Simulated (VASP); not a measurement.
Computed with r2SCAN meta-GGA, VASP's PBE PAW potentials (set 64) (plane waves; VASP).

A VASP calculation is set up with these files.

**INCAR**
```
SYSTEM  =  WSe2
PREC  =  Accurate; ENCUT  =  520; LREAL  =  .FALSE.
LASPH  =  .TRUE.
EDIFF  =  1E-7; NELM  =  100; ALGO  =  Normal
LMAXMIX  =  6; LMIXTAU  =  .TRUE.
ISMEAR  =  -5
METAGGA  =  R2SCAN
ISIF  =  2
LWAVE  =  .FALSE.; LCHARG  =  .FALSE.; LORBIT  =  11
NEDOS  =  601
LEFG  =  .TRUE.
```

KPOINTS:
```
kpoints
0
Gamma
  9 9 2
```

### POSCAR
```
WSe2
27.3329170
  0.0606741609  -0.1050907172   0.0000000000
  0.0606741609   0.1050907172   0.0000000000
  0.0000000000   0.0000000000   0.4999999935
W Se
2 4
direct
  0.3333330000   0.6666670000   0.2500000000
  0.6666670000   0.3333330000   0.7500000000
  0.3333330000   0.6666670000   0.8717513624
  0.6666670000   0.3333330000   0.3717513624
  0.6666670000   0.3333330000   0.1282486376
  0.3333330000   0.6666670000   0.6282486376
```

File KPOINTS_OPT:
```
k-points along high-symmetry lines
6
Line-mode
Reciprocal
  0.000000   0.000000   0.000000 ! GAMMA
  0.000000   0.500000   0.000000 ! M

  0.000000   0.500000   0.000000 ! M
 -0.333333   0.666667   0.000000 ! K

 -0.333333   0.666667   0.000000 ! K
  0.000000   0.000000   0.000000 ! GAMMA

  0.000000   0.000000   0.000000 ! GAMMA
  0.000000   0.000000   0.500000 ! A

  0.000000   0.000000   0.500000 ! A
  0.000000   0.500000   0.500000 ! L

  0.000000   0.500000   0.500000 ! L
 -0.333333   0.666667   0.500000 ! H

 -0.333333   0.666667   0.500000 ! H
  0.000000   0.000000   0.500000 ! A

  0.000000   0.500000   0.500000 ! L
  0.000000   0.500000   0.000000 ! M

 -0.333333   0.666667   0.500000 ! H
 -0.333333   0.666667   0.000000 ! K
```

POTCAR, in this order: W_sv Se (PBE.64 set). Program: vasp_std.

Output of the run:

OSZICAR:
```
       N       E                     dE             d eps       ncg     rms          rms(c)
DAV:   1     0.391135852978E+03    0.39114E+03   -0.29084E+04  1680   0.166E+03
DAV:   2    -0.142832564418E+03   -0.53397E+03   -0.52289E+03  1826   0.428E+02
DAV:   3    -0.176208342300E+03   -0.33376E+02   -0.33137E+02  1818   0.971E+01
DAV:   4    -0.177081683864E+03   -0.87334E+00   -0.87012E+00  1837   0.156E+01
DAV:   5    -0.177099841118E+03   -0.18157E-01   -0.18149E-01  1833   0.225E+00    0.316E+01
DAV:   6    -0.171467887250E+03    0.56320E+01   -0.11085E+01  1827   0.245E+01    0.972E+00
DAV:   7    -0.166431881688E+03    0.50360E+01   -0.31799E+00  1898   0.825E+00    0.413E+00
DAV:   8    -0.166197028469E+03    0.23485E+00   -0.81836E-01  1924   0.609E+00    0.132E+00
DAV:   9    -0.164624905573E+03    0.15721E+01   -0.18889E-01  1728   0.339E+00    0.659E-01
DAV:  10    -0.163912494688E+03    0.71241E+00   -0.75540E-02  1650   0.197E+00    0.238E-01
DAV:  11    -0.163334569555E+03    0.57793E+00   -0.27836E-01  1670   0.334E+00    0.246E-01
DAV:  12    -0.163299297515E+03    0.35272E-01   -0.86619E-03  1842   0.646E-01    0.252E-01
DAV:  13    -0.163296020596E+03    0.32769E-02   -0.40093E-03  1649   0.526E-01    0.314E-01
DAV:  14    -0.163512780821E+03   -0.21676E+00   -0.17119E-01  1537   0.242E+00    0.323E-01
DAV:  15    -0.163578260042E+03   -0.65479E-01   -0.18090E-02  1670   0.945E-01    0.238E-01
DAV:  16    -0.163590367154E+03   -0.12107E-01   -0.51917E-03  1712   0.448E-01    0.166E-01
DAV:  17    -0.163589739629E+03    0.62753E-03   -0.28954E-04  1783   0.104E-01    0.149E-01
DAV:  18    -0.163592762284E+03   -0.30227E-02   -0.33594E-03  1579   0.359E-01    0.873E-02
DAV:  19    -0.163593010497E+03   -0.24821E-03   -0.50249E-04  1642   0.166E-01    0.681E-02
DAV:  20    -0.163593055583E+03   -0.45087E-04   -0.15094E-04  1857   0.583E-02    0.378E-02
DAV:  21    -0.163593118313E+03   -0.62730E-04   -0.71972E-05  1747   0.435E-02    0.160E-02
DAV:  22    -0.163593151719E+03   -0.33406E-04   -0.57425E-05  1671   0.487E-02    0.125E-02
DAV:  23    -0.163593163234E+03   -0.11515E-04   -0.52359E-06  1868   0.171E-02    0.755E-03
DAV:  24    -0.163593163036E+03    0.19817E-06   -0.15329E-06  1541   0.733E-03    0.750E-03
DAV:  25    -0.163593165087E+03   -0.20517E-05   -0.40235E-07  1555   0.449E-03    0.509E-03
DAV:  26    -0.163593165499E+03   -0.41142E-06   -0.10883E-06  1457   0.720E-03    0.242E-03
DAV:  27    -0.163593165867E+03   -0.36867E-06   -0.91669E-07  1450   0.630E-03    0.978E-04
DAV:  28    -0.163593165872E+03   -0.50914E-08   -0.53421E-08   961   0.168E-03
   1 F= -.16359317E+03 E0= -.16359317E+03  d E =0.000000E+00
       N       E                     dE             ncg
       N       E                     dE             ncg
       N       E                     dE             ncg
```

### OUTCAR
```
------------------------ aborting loop because EDIFF is reached ----------------------------------------
  FORCE on cell =-STRESS in cart. coord.  units (eV):
  Direction    XX          YY          ZZ          XY          YZ          ZX
  --------------------------------------------------------------------------------------
  Total        0.0277892      0.0277892     -0.0212424      0.0000000      0.0000000     -0.0000000
  in kB        0.3419483      0.3419482     -0.2613891      0.0000000      0.0000000     -0.0000000
  external PRESSURE =       0.1408358 kB  Pullay stress =       0.0000000 kB
  volume of cell :      130.20
      direct lattice vectors                 reciprocal lattice vectors
     1.658401805 -2.872435850  0.000000000     0.301495089 -0.174068291  0.000000000
     1.658401805  2.872435850  0.000000000     0.301495089  0.174068291  0.000000000
     0.000000000  0.000000000 13.666458321     0.000000000  0.000000000  0.073171847
 POSITION                                       TOTAL-FORCE (eV/Angst)
 -----------------------------------------------------------------------------------
      1.65840      0.95748      3.41661        -0.000000      0.000000      0.000000
      1.65840     -0.95748     10.24984         0.000000      0.000000      0.000000
      1.65840      0.95748     11.91375         0.000000      0.000000     -0.012181
      1.65840     -0.95748      5.08052         0.000000     -0.000000     -0.012181
      1.65840     -0.95748      1.75270        -0.000000     -0.000000      0.012181
      1.65840      0.95748      8.58593         0.000000      0.000000      0.012181
 -----------------------------------------------------------------------------------
    total drift:                                0.000000      0.001083     -0.000034
  FREE ENERGIE OF THE ION-ELECTRON SYSTEM (eV)
  ---------------------------------------------------
  free  energy   TOTEN  =      -163.5931658724 eV

  energy  without entropy=     -163.5931658724  energy(sigma->0) =     -163.59316587

 total charge

# of ion       s       p       d       tot
------------------------------------------
    1        2.301   6.278   3.344  11.922
    2        2.301   6.278   3.344  11.922
    3        1.473   2.397   0.069   3.939
    4        1.473   2.397   0.069   3.939
    5        1.473   2.397   0.069   3.939
    6        1.473   2.397   0.069   3.939
--------------------------------------------------
tot         10.493  22.145   6.964  39.601

 Electric field gradients after diagonalization (V/A^2)
 (convention: |V_zz| > |V_xx| > |V_yy|)
----------------------------------------------------------------------
 ion       V_xx      V_yy      V_zz     asymmetry (V_yy - V_xx)/ V_zz
----------------------------------------------------------------------
   1      76.680    76.673  -153.354       0.000
   2      76.680    76.673  -153.354       0.000
   3      43.033    43.032   -86.065       0.000
   4      43.033    43.032   -86.065       0.000
   5      43.033    43.032   -86.065       0.000
   6      43.033    43.032   -86.065       0.000
```
(Selected blocks of OUTCAR.)

OUTCAR:
```
 val. band max:        5.2424683778   @ k =   0.0000   0.0000   0.0000

 cond. band min:       6.6483475832   @ k =   0.2222   0.1111   0.0000


 Fermi energy:         5.2499227856

 k-point     1 :       0.0000    0.0000    0.0000
  band No.  band energies     occupation
      1     -70.9960      2.00000
      2     -70.9960      2.00000
      3     -34.5720      2.00000
      4     -34.5720      2.00000
      5     -34.4701      2.00000
      6     -34.4701      2.00000
      7     -34.4700      2.00000
      8     -34.4700      2.00000
      9     -10.4305      2.00000
     10     -10.3100      2.00000
     11      -9.1241      2.00000
     12      -8.9126      2.00000
     13      -1.7530      2.00000
     14      -1.0528      2.00000
     15       1.9711      2.00000
     16       2.4675      2.00000
     17       2.4676      2.00000
     18       2.4759      2.00000
     19       2.4759      2.00000
     20       3.6228      2.00000
     21       3.6229      2.00000
     22       3.6482      2.00000
     23       3.6483      2.00000
     24       3.7679      2.00000
     25       4.3872      2.00000
     26       5.2425      2.00000
     27       8.0728      0.00000
     28       8.0728      0.00000
     29       8.0972      0.00000
     30       8.0972      0.00000
     31       8.2099      0.00000

 k-point     2 :       0.1111    0.0000    0.0000
  band No.  band energies     occupation
      1     -70.9947      2.00000
      2     -70.9947      2.00000
      3     -34.5667      2.00000
      4     -34.5667      2.00000
      5     -34.4972      2.00000
      6     -34.4972      2.00000
      7     -34.4764      2.00000
      8     -34.4764      2.00000
      9     -10.2430      2.00000
     10     -10.1233      2.00000
     11      -9.0281      2.00000
     12      -8.8265      2.00000
     13      -1.5156      2.00000
     14      -0.8174      2.00000
     15       1.7425      2.00000
     16       1.9301      2.00000
     17       1.9482      2.00000
...
```

The path is coarsely sampled, so an indirect gap can come out somewhat too large. Unless said otherwise, spin-orbit coupling is left out, though it shifts the bands of the heavy elements here.

The compound is WSe2 in the 2H layered structure. It was relaxed first, which changed the volume by +8 %.
